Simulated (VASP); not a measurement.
# How SCF solver and smearing change a VASP run on BaTiO3 (Barioperovskite), part 2 of 4

Aim: find what the SCF solver and smearing change for BaTiO3 (Barioperovskite), and what they cost. The series runs use r2SCAN. The start is a cell from a database of measured crystal structures.

VASP 6.6.1; r2SCAN; plane waves and PAW (Ba_sv, Ti_sv, O).

So far. Step 3 (SCF solver: ALGO = Fast): Against the first of the series the energy stays within 0.01 meV an atom; the pressure moves by -0.01 GPa, after 45 cycles in 2.3 min. Step 4 (SCF solver: ALGO = VeryFast): Against the first of the series the energy stays within 0.01 meV an atom and the pressure within 0.01 GPa, after 86 cycles in 4.1 min.

## (5) SCF solver: ALGO = All

INCAR reads:

```
SYSTEM = BaTiO3
PREC = Accurate
ENCUT = 520
EDIFF = 1E-06
NELM = 100
ISMEAR = -1
SIGMA = 0.05
LREAL = .FALSE.
ALGO = All
METAGGA = R2SCAN
LASPH = .TRUE.
NBANDS = 26
LORBIT = 11
LWAVE = .FALSE.
LCHARG = .FALSE.
KPAR = 4
ISIF = 2
```

POSCAR reads:

```
BaTiO3
1.0
    3.9855000000      0.0000000000      0.0000000000
    0.0000000000      2.8369000000      2.8451500000
    0.0000000000     -2.8369000000      2.8451500000
Ba Ti O
1 1 3
Direct
    0.0000000000      0.0000000000      0.0000000000
    0.5000000000      0.5124000000      0.5124000000
    0.0000000000      0.4874000000      0.4874000000
    0.5000000000      0.5052400000      0.9918400000
    0.5000000000      0.9918400000      0.5052400000
```

KPOINTS reads:

```
Automatic mesh
0
Gamma
6 6 6
0 0 0
```

The projector-augmented-wave data sets are Ba_sv, Ti_sv and O (PBE family, release 64).

The run is started by

```console
mpirun -np 4 vasp_std
```

Output:

```text
[... set-up lines as in an earlier step ...]
 entering main loop
       N       E                     dE             d eps       ncg     rms           ort
DAV:   1     0.418373273738E+03    0.41837E+03   -0.22383E+04  1352   0.176E+03
DAV:   2    -0.477892829258E+02   -0.46616E+03   -0.44942E+03  1352   0.470E+02
DAV:   3    -0.947758723041E+02   -0.46987E+02   -0.46404E+02  1352   0.145E+02
DAV:   4    -0.971053195719E+02   -0.23294E+01   -0.23250E+01  1352   0.280E+01
DAV:   5    -0.971912434747E+02   -0.85924E-01   -0.85901E-01  1352   0.414E+00
SDA:   6    -0.545591204390E+02    0.42632E+02   -0.85901E-01  1352   0.105E+03   0.000E+00
 gam= 0.000 g(H,U,f)=  0.920E+02 0.128E+02 0.300E-10 ort(H,U,f) = 0.000E+00 0.000E+00 0.000E+00
 gam= 0.000 trial= 0.400  step=  0.2878 mean=  0.4000
CGA:   7    -0.697049745824E+02   -0.15146E+02   -0.15084E+02  1352   0.119E+02  -0.378E+00
 gam= 0.114 g(H,U,f)=  0.945E+01 0.245E+01 0.152E-09 ort(H,U,f) =-0.742E+01 0.704E+01 0.468E-09
 gam= 0.114 trial= 0.389  step=  0.5255 mean=  0.3888
[...]
gam= 0.369 trial= 0.426  step=  0.4653 mean=  0.4255
CGA:  23    -0.742343142758E+02   -0.52623E-05   -0.52297E-05  1352   0.114E-04   0.163E-05
 gam= 0.531 g(H,U,f)=  0.104E-04 0.108E-05 0.171E-16 ort(H,U,f) = 0.219E-05-0.561E-06-0.103E-15
 gam= 0.531 trial= 0.429  step=  0.5231 mean=  0.4295
CGA:  24    -0.742343174407E+02   -0.31649E-05   -0.32150E-05  1352   0.473E-05  -0.107E-05
 gam= 0.414 g(H,U,f)=  0.456E-05 0.163E-06 0.810E-17 ort(H,U,f) =-0.132E-05 0.247E-06-0.258E-16
 gam= 0.414 trial= 0.439  step=  0.8258 mean=  0.4389
SDA:  25    -0.742343187207E+02   -0.12800E-05   -0.17688E-05  1352   0.532E-05  -0.253E-05
 gam= 0.000 g(H,U,f)=  0.490E-05 0.414E-06 0.379E-17 ort(H,U,f) =-0.220E-05-0.328E-06 0.133E-17
 gam= 0.000 trial= 0.478  step=  0.4446 mean=  0.4776
CGA:  26    -0.742343198895E+02   -0.11689E-05   -0.11825E-05  1352   0.778E-06   0.824E-06
 gam= 0.146 g(H,U,f)=  0.692E-06 0.859E-07 0.110E-16 ort(H,U,f) = 0.957E-06-0.134E-06-0.564E-17
 gam= 0.146 trial= 0.474  step=  0.7736 mean=  0.4743
CGA:  27    -0.742343202325E+02   -0.34295E-06   -0.34734E-06  1352   0.373E-06  -0.284E-07
 gam= 0.480 g(H,U,f)=  0.359E-06 0.141E-07 0.277E-18 ort(H,U,f) =-0.289E-07 0.466E-09 0.146E-17
 gam= 0.480 trial= 0.504  step=  0.6902 mean=  0.5042
 final diagonalization occupied
   1 F= -.74234320E+02 E0= -.74234320E+02  d E =-.775281E-10
```

Run time: 74 s. Hardware: 4 MPI ranks of Intel Xeon 6975P-C (Granite Rapids), shared host; peak memory 1.2 GiB; 4.8 min of CPU time.

From OUTCAR (step 5):

```text
  Total        0.4872286      0.5358723      0.2695923      0.0000000      0.0000000      0.0000000
  in kB       12.1333681     13.3447337      6.7136081      0.0000000      0.0000000      0.0000000
  external PRESSURE =      10.7305699 kB  Pullay stress =       0.0000000 kB

 POSITION                                       TOTAL-FORCE (eV/Angst)
 -----------------------------------------------------------------------------------
      0.00000      0.00000      0.00000         0.000000      0.000000      0.161520
      1.99275      0.00000      2.91571         0.000000      0.000000      0.116233
      0.00000      0.00000      2.77345         0.000000      0.000000      0.267518
      1.99275     -1.38044      4.25942         0.000000     -0.014462     -0.272635
      1.99275      1.38044      4.25942         0.000000      0.014462     -0.272635
 -----------------------------------------------------------------------------------
    total drift:                                0.000000      0.000001      0.000671

  FREE ENERGIE OF THE ION-ELECTRON SYSTEM (eV)
  ---------------------------------------------------
  free  energy   TOTEN  =       -74.2343202325 eV

  energy  without entropy=      -74.2343202324  energy(sigma->0) =      -74.23432023

[... 2 parts as in an earlier step ...]

[... 1 further part left out ...]
[key lines of the parts left out:]
E-fermi :   4.7651
```

Against the first of the series the energy stays within 0.01 meV an atom and the pressure within 0.01 GPa, after 27 cycles in 74 s.

## (6) SCF solver: ALGO = Damped

INCAR, as its differences from that of step 5:

```diff
@@ -8,3 +8,3 @@
 LREAL = .FALSE.
-ALGO = All
+ALGO = Damped
 METAGGA = R2SCAN
```

POSCAR is that of step 5.

KPOINTS is that of step 5.

The run is started by

```console
mpirun -np 4 vasp_std
```

Output:

```text
[... set-up lines as in an earlier step ...]
 entering main loop
       N       E                     dE             d eps       ncg     rms           ort
DAV:   1     0.572182401535E+03    0.57218E+03   -0.20731E+04  1352   0.176E+03
DAV:   2     0.675541242383E+02   -0.50463E+03   -0.49066E+03  1352   0.518E+02
DAV:   3    -0.668483766601E+02   -0.13440E+03   -0.12928E+03  1352   0.255E+02
DAV:   4    -0.914751557036E+02   -0.24627E+02   -0.24366E+02  1352   0.117E+02
[...]
DMP:  68    -0.742343021941E+02   -0.10604E-05   -0.96737E-06  1352   0.147E-05   0.249E-05
DMP:  69    -0.742343031969E+02   -0.10028E-05   -0.91202E-06  1352   0.138E-05   0.235E-05
DMP:  70    -0.742343041435E+02   -0.94668E-06   -0.86088E-06  1352   0.131E-05   0.222E-05
 final diagonalization occupied
   1 F= -.74234304E+02 E0= -.74234304E+02  d E =-.300227E-10
```

It took 2.3 min on 4 MPI ranks; peak memory 1.2 GiB; 8.9 min of CPU time.

From OUTCAR (step 6):

```text
  Total        0.4784103      0.5269692      0.2607356      0.0000000      0.0000000      0.0000000
  in kB       11.9137669     13.1230206      6.4930524      0.0000000      0.0000000      0.0000000
  external PRESSURE =      10.5099467 kB  Pullay stress =       0.0000000 kB

 POSITION                                       TOTAL-FORCE (eV/Angst)
 -----------------------------------------------------------------------------------
      0.00000      0.00000      0.00000         0.000000      0.000000      0.161573
      1.99275      0.00000      2.91571         0.000000      0.000000      0.116971
      0.00000      0.00000      2.77345         0.000000      0.000000      0.267156
      1.99275     -1.38044      4.25942         0.000000     -0.014575     -0.272850
      1.99275      1.38044      4.25942         0.000000      0.014575     -0.272850
 -----------------------------------------------------------------------------------
    total drift:                                0.000000      0.000001      0.000773

  FREE ENERGIE OF THE ION-ELECTRON SYSTEM (eV)
  ---------------------------------------------------
  free  energy   TOTEN  =       -74.2343041435 eV

  energy  without entropy=      -74.2343041435  energy(sigma->0) =      -74.23430414

[... 2 parts as in an earlier step ...]

[... 1 further part left out ...]
[key lines of the parts left out:]
E-fermi :   4.5937
```

Against the first of the series the energy stays within 0.01 meV an atom; the pressure moves by -0.02 GPa, after 70 cycles in 2.3 min.

## (7) SCF solver: AMIX = 0.1, BMIX = 0.01

INCAR, as its differences from that of step 6:

```diff
@@ -8,3 +8,3 @@
 LREAL = .FALSE.
-ALGO = Damped
+ALGO = Normal
 METAGGA = R2SCAN
@@ -17 +17,3 @@
 ISIF = 2
+AMIX = 0.1
+BMIX = 0.01
```

POSCAR is that of step 6.

KPOINTS is that of step 6.

The run is started by

```console
mpirun -np 4 vasp_std
```

Output:

```text
[... set-up lines as in an earlier step ...]
 entering main loop
       N       E                     dE             d eps       ncg     rms          rms(c)
[... 5 cycles as in an earlier step ...]
DAV:   6    -0.797446082371E+02    0.17447E+02   -0.38170E+00  3668   0.262E+01    0.183E+01
DAV:   7    -0.801010606561E+02   -0.35645E+00   -0.10734E+02  3972   0.770E+01    0.267E+01
DAV:   8    -0.774018075872E+02    0.26993E+01   -0.11592E+01  3338   0.205E+01    0.165E+01
DAV:   9    -0.763041255483E+02    0.10977E+01   -0.93777E-01  3224   0.615E+00    0.133E+01
[...]
DAV:  27    -0.742343313285E+02    0.55130E-04   -0.78293E-05  3864   0.968E-02    0.154E-02
DAV:  28    -0.742343269834E+02    0.43452E-05   -0.45403E-06  3412   0.184E-02    0.117E-02
DAV:  29    -0.742343269218E+02    0.61575E-07   -0.19992E-07  1678   0.378E-03
   1 F= -.74234327E+02 E0= -.74234327E+02  d E =-.242991E-10
```

It took 86 s on 4 MPI ranks; peak memory 0.91 GiB.

OUTCAR, selected parts (step 7):

```text
  Total        0.5133374      0.5624027      0.2958176      0.0000000      0.0000000      0.0000000
  in kB       12.7835493     14.0054144      7.3666932      0.0000000      0.0000000      0.0000000
  external PRESSURE =      11.3852190 kB  Pullay stress =       0.0000000 kB

 POSITION                                       TOTAL-FORCE (eV/Angst)
 -----------------------------------------------------------------------------------
      0.00000      0.00000      0.00000         0.000000      0.000000      0.162080
      1.99275      0.00000      2.91571         0.000000      0.000000      0.118884
      0.00000      0.00000      2.77345         0.000000      0.000000      0.267310
      1.99275     -1.38044      4.25942         0.000000     -0.013120     -0.274137
      1.99275      1.38044      4.25942         0.000000      0.013120     -0.274137
 -----------------------------------------------------------------------------------
    total drift:                                0.000000      0.000001     -0.000191

  FREE ENERGIE OF THE ION-ELECTRON SYSTEM (eV)
  ---------------------------------------------------
  free  energy   TOTEN  =       -74.2343269218 eV

  energy  without entropy=      -74.2343269218  energy(sigma->0) =      -74.23432692

[... 2 parts as in an earlier step ...]

[... 1 further part left out ...]
[key lines of the parts left out:]
E-fermi :   4.6921
```

Against the first of the series the energy stays within 0.01 meV an atom; the pressure moves by +0.07 GPa, after 29 cycles in 86 s.

## (8) SCF solver: AMIX = 0.8

INCAR, as its differences from that of step 7:

```diff
@@ -17,3 +17,2 @@
 ISIF = 2
-AMIX = 0.1
-BMIX = 0.01
+AMIX = 0.8
```

POSCAR is that of step 7.

KPOINTS is that of step 7.

The run is started by

```console
mpirun -np 4 vasp_std
```

Output:

```text
[... set-up lines as in an earlier step ...]
 entering main loop
       N       E                     dE             d eps       ncg     rms          rms(c)
[... 5 cycles as in an earlier step ...]
DAV:   6    -0.106858849468E+03   -0.96676E+01   -0.37950E+02  3918   0.143E+02    0.610E+01
DAV:   7    -0.788749789195E+02    0.27984E+02   -0.27298E+02  3542   0.138E+02    0.104E+01
DAV:   8    -0.764489174570E+02    0.24261E+01   -0.18942E+01  3530   0.262E+01    0.893E+00
DAV:   9    -0.746021779241E+02    0.18467E+01   -0.42373E+00  4126   0.182E+01    0.338E+00
[...]
DAV:  17    -0.742343232780E+02    0.12184E-05   -0.78397E-05  3634   0.621E-02    0.107E-02
DAV:  18    -0.742343218692E+02    0.14089E-05   -0.54185E-06  3136   0.243E-02    0.741E-03
DAV:  19    -0.742343215601E+02    0.30906E-06   -0.27746E-07  1748   0.492E-03
   1 F= -.74234322E+02 E0= -.74234322E+02  d E =-.721864E-10
```

Run time: 58 s. Hardware: 4 MPI ranks; peak memory 0.89 GiB.

Parts of OUTCAR (step 8):

```text
  Total        0.4950793      0.5434349      0.2771388      0.0000000      0.0000000      0.0000000
  in kB       12.3288720     13.5330637      6.9015395      0.0000000      0.0000000      0.0000000
  external PRESSURE =      10.9211584 kB  Pullay stress =       0.0000000 kB

 POSITION                                       TOTAL-FORCE (eV/Angst)
 -----------------------------------------------------------------------------------
      0.00000      0.00000      0.00000         0.000000      0.000000      0.161821
      1.99275      0.00000      2.91571         0.000000      0.000000      0.116920
      0.00000      0.00000      2.77345         0.000000      0.000000      0.267484
      1.99275     -1.38044      4.25942         0.000000     -0.014057     -0.273113
      1.99275      1.38044      4.25942         0.000000      0.014057     -0.273113
 -----------------------------------------------------------------------------------
    total drift:                                0.000000      0.000001      0.000173

  FREE ENERGIE OF THE ION-ELECTRON SYSTEM (eV)
  ---------------------------------------------------
  free  energy   TOTEN  =       -74.2343215601 eV

  energy  without entropy=      -74.2343215600  energy(sigma->0) =      -74.23432156

[... 2 parts as in an earlier step ...]

[... 1 further part left out ...]
[key lines of the parts left out:]
E-fermi :   4.5430
```

Against the first of the series the energy stays within 0.01 meV an atom; the pressure moves by +0.02 GPa, after 19 cycles in 58 s.

## (9) SCF solver: IMIX = 1, AMIX = 0.2

INCAR, as its differences from that of step 8:

```diff
@@ -17,2 +17,3 @@
 ISIF = 2
-AMIX = 0.8
+IMIX = 1
+AMIX = 0.2
```

POSCAR is that of step 8.

KPOINTS is that of step 8.

The run is started by

```console
mpirun -np 4 vasp_std
```

Output:

```text
[... set-up lines as in an earlier step ...]
 entering main loop
       N       E                     dE             d eps       ncg     rms          rms(c)
[... 5 cycles as in an earlier step ...]
DAV:   6    -0.766328281053E+02    0.20558E+02   -0.94505E+00  3694   0.395E+01    0.141E+01
DAV:   7    -0.742846532334E+02    0.23482E+01   -0.68913E+00  4200   0.203E+01    0.811E+00
DAV:   8    -0.741187669928E+02    0.16589E+00   -0.13205E+00  4004   0.819E+00    0.581E+00
DAV:   9    -0.741655371106E+02   -0.46770E-01   -0.11860E-01  3996   0.249E+00    0.463E+00
[...]
DAV:  39    -0.742343152305E+02   -0.16731E-05   -0.42078E-07  1450   0.447E-03    0.111E-02
DAV:  40    -0.742343165037E+02   -0.12732E-05   -0.36361E-07  1446   0.404E-03    0.921E-03
DAV:  41    -0.742343174802E+02   -0.97644E-06   -0.32259E-07  1438   0.367E-03
   1 F= -.74234317E+02 E0= -.74234317E+02  d E =-.360137E-10
```

Wall time 1.9 min (4 MPI ranks); peak memory 0.86 GiB.

Parts of OUTCAR (step 9):

```text
  Total        0.4746977      0.5233341      0.2570742      0.0000000      0.0000000      0.0000000
  in kB       11.8213129     13.0324959      6.4018734      0.0000000      0.0000000      0.0000000
  external PRESSURE =      10.4185608 kB  Pullay stress =       0.0000000 kB

 POSITION                                       TOTAL-FORCE (eV/Angst)
 -----------------------------------------------------------------------------------
      0.00000      0.00000      0.00000         0.000000      0.000000      0.161668
      1.99275      0.00000      2.91571         0.000000      0.000000      0.116692
      0.00000      0.00000      2.77345         0.000000      0.000000      0.267325
      1.99275     -1.38044      4.25942         0.000000     -0.014411     -0.272842
      1.99275      1.38044      4.25942         0.000000      0.014411     -0.272842
 -----------------------------------------------------------------------------------
    total drift:                                0.000000      0.000001      0.000956

  FREE ENERGIE OF THE ION-ELECTRON SYSTEM (eV)
  ---------------------------------------------------
  free  energy   TOTEN  =       -74.2343174802 eV

  energy  without entropy=      -74.2343174802  energy(sigma->0) =      -74.23431748

[... 2 parts as in an earlier step ...]

[... 1 further part left out ...]
[key lines of the parts left out:]
E-fermi :   4.7219
```

Against the first of the series the energy stays within 0.01 meV an atom; the pressure moves by -0.03 GPa, after 41 cycles in 1.9 min.

## (10) The SCF solver series as a table

This step: convergence of r2SCAN results with the solver; plane waves and PAW (VASP 6.6.1).

This step runs nothing: it gathers the runs above.

Differences are taken from the run with ALGO = Normal. Results of the series, by row:

| setting | status | energy less the reference (meV/atom) | pressure (GPa) | largest force difference (meV/Å) | gap (eV) | SCF cycles | wall time (s) |
| --- | --- | --- | --- | --- | --- | --- | --- |
| ALGO = Normal | converged | 0 | 1.071 | 0 | 2.24 | 16 | 39 |
| ALGO = Fast | converged | 0.002724 | 1.06 | 0.684 | 2.239 | 45 | 140 |
| ALGO = VeryFast | converged | 0.00346 | 1.067 | 0.331 | 2.239 | 86 | 247 |
| ALGO = All | converged | 2.28e-4 | 1.073 | 0.261 | 2.24 | 27 | 74 |
| ALGO = Damped | converged | 0.003446 | 1.051 | 0.739 | 2.239 | 70 | 136 |
| AMIX = 0.1, BMIX = 0.01 | converged | -0.00111 | 1.139 | 2.652 | 2.236 | 29 | 86 |
| AMIX = 0.8 | converged | -3.80e-5 | 1.092 | 0.688 | 2.239 | 19 | 58 |
| IMIX = 1, AMIX = 0.2 | converged | 7.78e-4 | 1.042 | 0.46 | 2.24 | 41 | 115 |

## (11) Smearing: ISMEAR = -1, SIGMA = 0.01

This step: r2SCAN; plane waves and PAW (Ba_sv, Ti_sv, O) (VASP 6.6.1).

With a gap, smearing should do nothing until its tail reaches across the gap.

INCAR, as its differences from that of step 9:

```diff
@@ -6,3 +6,3 @@
 ISMEAR = -1
-SIGMA = 0.05
+SIGMA = 0.01
 LREAL = .FALSE.
@@ -17,3 +17 @@
 ISIF = 2
-IMIX = 1
-AMIX = 0.2
```

POSCAR is that of step 9.

KPOINTS is that of step 9.

The run is started by

```console
mpirun -np 4 vasp_std
```

Output:

```text
[... set-up lines as in an earlier step ...]
 entering main loop
       N       E                     dE             d eps       ncg     rms          rms(c)
DAV:   1     0.418378062482E+03    0.41838E+03   -0.21550E+04  2704   0.171E+03
DAV:   2    -0.477878649368E+02   -0.46617E+03   -0.44949E+03  3210   0.470E+02
DAV:   3    -0.947758723041E+02   -0.46988E+02   -0.46406E+02  3924   0.145E+02
DAV:   4    -0.971053195718E+02   -0.23294E+01   -0.23250E+01  3918   0.280E+01
[... 1 cycle as in an earlier step ...]
DAV:   6    -0.735433066458E+02    0.23648E+02   -0.44126E+01  3848   0.739E+01    0.655E+00
DAV:   7    -0.741841047157E+02   -0.64080E+00   -0.45591E+00  3260   0.134E+01    0.490E+00
DAV:   8    -0.742099711079E+02   -0.25866E-01   -0.43113E-01  3562   0.519E+00    0.155E+00
DAV:   9    -0.742363465163E+02   -0.26375E-01   -0.81365E-02  3674   0.208E+00    0.661E-01
[... 1 cycle as in an earlier step ...]
DAV:  11    -0.742363063819E+02    0.41042E-03   -0.30491E-02  4032   0.152E+00    0.362E-01
DAV:  12    -0.742343408267E+02    0.19656E-02   -0.79888E-03  4078   0.828E-01    0.598E-02
DAV:  13    -0.742343561063E+02   -0.15280E-04   -0.26497E-04  3128   0.131E-01    0.444E-02
DAV:  14    -0.742343245680E+02    0.31538E-04   -0.16647E-04  3232   0.775E-02    0.141E-02
DAV:  15    -0.742343213848E+02    0.31832E-05   -0.16768E-05  3754   0.387E-02    0.309E-03
DAV:  16    -0.742343213699E+02    0.14855E-07   -0.73218E-07  2054   0.714E-03
   1 F= -.74234321E+02 E0= -.74234321E+02  d E =-.765792E-16
```

Run time: 49 s. Hardware: 4 MPI ranks; peak memory 0.9 GiB.

Parts of OUTCAR (step 11):

```text
   NELECT =      40.0000    total number of electrons

 E-fermi :   3.8224

  Total        0.4862829      0.5349293      0.2686350      0.0000000      0.0000000      0.0000000
  in kB       12.1098165     13.3212486      6.6897704      0.0000000      0.0000000      0.0000000
  external PRESSURE =      10.7069452 kB  Pullay stress =       0.0000000 kB

  FREE ENERGIE OF THE ION-ELECTRON SYSTEM (eV)
  ---------------------------------------------------
  free  energy   TOTEN  =       -74.2343213699 eV

  energy  without entropy=      -74.2343213699  energy(sigma->0) =      -74.23432137

[... 17 parts as in an earlier step ...]

[... 2 further parts left out ...]
```

This step gave:

- SCF cycles: 16
- Fermi energy: 3.822 eV
- pressure: 1.071 GPa
- least direct gap on the k-mesh: 2.462 eV

The series starts at -14.8469 eV an atom and 1.07 GPa, after 16 cycles in 49 s. The entropy term T·S comes to 0.00 meV an atom in size.

## (12) Smearing: ISMEAR = -1, SIGMA = 0.05

INCAR, as its differences from that of step 11:

```diff
@@ -6,3 +6,3 @@
 ISMEAR = -1
-SIGMA = 0.01
+SIGMA = 0.05
 LREAL = .FALSE.
```

POSCAR is that of step 11.

KPOINTS is that of step 11.

The run is started by

```console
mpirun -np 4 vasp_std
```

Output:

```text
[... set-up lines as in an earlier step ...]
 entering main loop
       N       E                     dE             d eps       ncg     rms          rms(c)
[... 16 cycles as in an earlier step ...]
   1 F= -.74234321E+02 E0= -.74234321E+02  d E =-.719112E-10
```

Wall time 49 s (4 MPI ranks); peak memory 0.9 GiB; 2.6 min of CPU time.

From OUTCAR (step 12):

```text
[... 6 parts as in an earlier step ...]

[... 1 further part left out ...]
[key lines of the parts left out:]
E-fermi :   4.5429
```

Against the run before the energy at zero width stays within 0.01 meV an atom and the pressure within 0.01 GPa, after 16 cycles in 49 s. The entropy term T·S comes to 0.00 meV an atom in size.

[end of part 2 of 4]

[Lines on the potential files, build, host, timing and source positions are cut from VASP's logs without a mark.]

[Logs are printed without paths, hosts, clocks, repeated set-up lines and the standing remarks that a program may print on its own settings, such as how far it seeks lower states.]

[Hosts, paths, dates, database ids (printed as entryN), source tags and the programs' standing remarks are cut or masked in the printed files.]

[A measured line is paired with the nearest computed mode of its activity, which favours agreement.]
